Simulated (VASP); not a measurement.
```xyz
3
Lattice="5.2350 0.0000 0.0000 -2.6175 4.5336 0.0000 0.0000 0.0000 3.1840" Properties=species:S:1:pos:R:3 pbc="T T T"
Sn     0.0000     0.0000     0.0000
Sn     0.0000     3.0224     1.5920
Sn     2.6175     1.5112     1.5920
```

Computed with PBE GGA, VASP's PBE PAW potentials (set 64) (plane waves; VASP 6.6.1). Numerical set-up: 300 eV cut-off, 6×6×8 Γ-centred mesh, Fermi-Dirac smearing of 0.10 eV, potentials Sn_d.

At this cut-off the stress carries a Pulay error, which pulls relaxed volumes low. Energy and stress use the plane-wave basis of the starting cell.

### Question
The ions, cell shape and volume are relaxed. Which structure does the run end with?

### Answer

```xyz
3
Lattice="5.4599 0.0000 0.0000 -2.7300 4.7285 0.0000 0.0000 0.0000 3.2222" Properties=species:S:1:pos:R:3 pbc="T T T"
Sn     0.0000     0.0000     0.0000
Sn     0.0000     3.1523     1.6111
Sn     2.7300     1.5762     1.6111
```
Space group P6/mmm (191), at a tolerance of 0.03 Å.

### Question
How do energy and volume change from the first to the last step?

### Answer
The energy (σ→0) changes by -45.0 meV/atom and the volume by +10.1 %, in 7 ionic steps.

The structure was generated: Sn was put into an ordered model structure, which need not be its known phase. This run relaxes it. Symmetry was kept, so distortions that lower it aren't found. The run is one of a series of settings (EDIFFG = -0.01, IBRION = 2, ISIF = 3, NSW = 50 against the base run), some of them coarse on purpose.
